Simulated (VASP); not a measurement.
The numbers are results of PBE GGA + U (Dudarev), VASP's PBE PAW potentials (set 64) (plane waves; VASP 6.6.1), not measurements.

The input files of a VASP run:

**INCAR**
```
! general
SYSTEM    = TiB2
PREC      = Accurate
ENCUT     = 520
LREAL     = .FALSE.
LASPH     = .TRUE.

! electronic loop
EDIFF     = 1E-6
NELM      = 100
ALGO      = Normal
LMAXMIX   = 4

! smearing
ISMEAR    = 1
SIGMA     = 0.1

! functional
GGA       = PE

! DFT+U
LDAU      = .TRUE.
LDAUTYPE  = 2
LDAUL     = 2 -1
LDAUU     = 5.0 0
LDAUJ     = 0 0
LDAUPRINT = 1

! ions
ISIF      = 2

! output
LWAVE     = .FALSE.
LCHARG    = .FALSE.
LORBIT    = 10
```

**POSCAR**
```
TiB2
1
    1.5276560000    -2.6027400000     0.0000000000
    1.5276560000     2.6027400000     0.0000000000
    0.0000000000     0.0000000000     3.1789610000
Ti B
1 2
Direct
  0.0000000000   0.0000000000   0.0000000000
  0.3333330000   0.6666670000   0.5000000000
  0.6855250000   0.3521910000   0.5000000000
```

File KPOINTS:
```
Automatic mesh
0
Gamma
10 10 9
0 0 0
```

POTCAR, in this order: Ti_sv B (PBE.64 set). Program: vasp_std.

Output

File OUTCAR:
```
 ion  position               nearest neighbor table
   1  0.000  0.000  0.000-   3 2.33   3 2.33   2 2.35   2 2.35   3 2.35   3 2.35   2 2.37   2 2.37
                             2 2.37   2 2.37   3 2.41   3 2.41
   2  0.333  0.667  0.500-   3 1.71   3 1.74   3 1.81   1 2.35   1 2.35   1 2.37   1 2.37   1 2.37
                             1 2.37
   3  0.686  0.352  0.500-   2 1.71   2 1.74   2 1.81   1 2.33   1 2.33   1 2.35   1 2.35   1 2.41
                             1 2.41
  LATTYP: Found a base centered orthorhombic cell.
 ALAT       =     3.0553120000
 B/A-ratio  =     1.7037474405
 C/A-ratio  =     1.0404701713
 Subroutine PRICEL returns:
 Original cell was already a primitive cell.
 Subroutine GETGRP returns: Found  2 space group operations
The static configuration has the point symmetry C_1h.
The dynamic configuration has the point symmetry C_1h.
 Subroutine INISYM returns: Found  2 space group operations
 Subroutine IBZKPT returns following result:
 Found    260 irreducible k-points:

 Following reciprocal coordinates:
            Coordinates               Weight
  0.000000  0.000000  0.000000      1.000000
  0.100000  0.000000  0.000000      2.000000
  0.000000  0.100000  0.000000      2.000000
...
```

File OSZICAR:
```
       N       E                     dE             d eps       ncg     rms          rms(c)
DAV:   1     0.131321705023E+03    0.13132E+03   -0.93625E+03  6760   0.159E+03
DAV:   2    -0.165808889617E+02   -0.14790E+03   -0.14406E+03  6875   0.398E+02
DAV:   3    -0.263997825259E+02   -0.98189E+01   -0.96801E+01 10019   0.956E+01
DAV:   4    -0.267421304932E+02   -0.34235E+00   -0.34173E+00  8817   0.165E+01
DAV:   5    -0.267519613096E+02   -0.98308E-02   -0.98303E-02 10215   0.245E+00    0.169E+01
DAV:   6    -0.202828171076E+02    0.64691E+01   -0.27842E+01  9000   0.638E+01    0.376E+00
DAV:   7    -0.203726218091E+02   -0.89805E-01   -0.13753E+00  7666   0.115E+01    0.277E+00
DAV:   8    -0.203853198421E+02   -0.12698E-01   -0.11518E-01 10339   0.374E+00    0.566E-01
DAV:   9    -0.203876268510E+02   -0.23070E-02   -0.56071E-03  7688   0.989E-01    0.130E-01
DAV:  10    -0.203875151974E+02    0.11165E-03   -0.14783E-03  9009   0.584E-01    0.879E-02
DAV:  11    -0.203874664454E+02    0.48752E-04   -0.23995E-04  8934   0.197E-01    0.329E-02
DAV:  12    -0.203874655393E+02    0.90606E-06   -0.16099E-05  7900   0.391E-02    0.169E-02
DAV:  13    -0.203874643479E+02    0.11914E-05   -0.82863E-06  8411   0.343E-02    0.217E-03
DAV:  14    -0.203874646669E+02   -0.31896E-06   -0.10469E-06  4256   0.915E-03
   1 F= -.20387465E+02 E0= -.20387358E+02  d E =-.318610E-03
```

### OUTCAR
```
------------------------ aborting loop because EDIFF is reached ----------------------------------------
  FORCE on cell =-STRESS in cart. coord.  units (eV):
  Direction    XX          YY          ZZ          XY          YZ          ZX
  --------------------------------------------------------------------------------------
  Total        1.1015712      2.5327511      3.4285831     -0.0810720      0.0000000      0.0000000
  in kB       69.8154624    160.5208860    217.2969908     -5.1381894      0.0000000      0.0000000
  external PRESSURE =     149.2111131 kB  Pullay stress =       0.0000000 kB
  volume of cell :       25.28
      direct lattice vectors                 reciprocal lattice vectors
     1.527656000 -2.602740000  0.000000000     0.327298816 -0.192105243  0.000000000
     1.527656000  2.602740000  0.000000000     0.327298816  0.192105243  0.000000000
     0.000000000  0.000000000  3.178961000     0.000000000  0.000000000  0.314568188
 POSITION                                       TOTAL-FORCE (eV/Angst)
 -----------------------------------------------------------------------------------
      0.00000      0.00000      0.00000         0.455279      0.014929      0.000000
      1.52766      0.86758      1.58948         0.618318     -0.027864      0.000000
      1.58527     -0.86758      1.58948        -1.073597      0.012935      0.000000
 -----------------------------------------------------------------------------------
    total drift:                                0.000015     -0.000015      0.000000
  FREE ENERGIE OF THE ION-ELECTRON SYSTEM (eV)
  ---------------------------------------------------
  free  energy   TOTEN  =       -20.3874646669 eV

  energy  without entropy=      -20.3871460569  energy(sigma->0) =      -20.38735846

 total charge

# of ion       s       p       d       tot
------------------------------------------
    1        2.191   6.239   1.883  10.313
    2        0.690   1.360   0.000   2.051
    3        0.691   1.361   0.000   2.051
--------------------------------------------------
tot          3.572   8.960   1.883  14.415
```
(Selected blocks of OUTCAR.)

### OUTCAR
```
 val. band max:       10.7167599470   @ k =  -0.1000   0.1000   0.3333

 cond. band min:      10.7321153348   @ k =  -0.4000   0.2000   0.1111


 Fermi energy:        10.7243629125

 k-point     1 :       0.0000    0.0000    0.0000
  band No.  band energies     occupation
      1     -47.5599      2.00000
      2     -23.8516      2.00000
      3     -23.5810      2.00000
      4     -23.5475      2.00000
      5      -3.2549      2.00000
      6       7.6433      2.00000
      7       8.1437      2.00000
      8       8.1453      2.00000
      9       8.7117      2.00000
     10      12.7968      0.00000
     11      12.9309      0.00000
     12      14.4158      0.00000
     13      14.7157      0.00000

 k-point     2 :       0.1000    0.0000    0.0000
  band No.  band energies     occupation
      1     -47.5550      2.00000
      2     -23.8457      2.00000
      3     -23.6053      2.00000
      4     -23.5687      2.00000
      5      -3.0639      2.00000
      6       7.0876      2.00000
      7       8.0567      2.00000
      8       8.0789      2.00000
      9       8.8076      2.00000
     10      12.7477      0.00000
     11      13.1696      0.00000
     12      13.7126      0.00000
     13      13.9754      0.00000

 k-point     3 :       0.0000    0.1000    0.0000
  band No.  band energies     occupation
      1     -47.5550      2.00000
      2     -23.8456      2.00000
      3     -23.6180      2.00000
      4     -23.5564      2.00000
      5      -3.0611      2.00000
      6       7.3776      2.00000
      7       7.7578      2.00000
      8       8.0199      2.00000
      9       8.7848      2.00000
     10      12.8591      0.00000
     11      13.1186      0.00000
     12      13.7014      0.00000
     13      13.9988      0.00000

 k-point     4 :       0.2000    0.0000    0.0000
  band No.  band energies     occupation
      1     -47.5423      2.00000
      2     -23.8300      2.00000
      3     -23.6955      2.00000
...
```

The compound is TiB2 in the AlB2 type structure. The cell was not relaxed at this level, atoms are displaced from their ideal sites. The run is one of a series of settings (LDAU = .TRUE., LDAUJ = 0 0, LDAUL = 2 -1, LDAUTYPE = 2, LDAUU = 5.0 0 against the base run), some of them coarse on purpose.
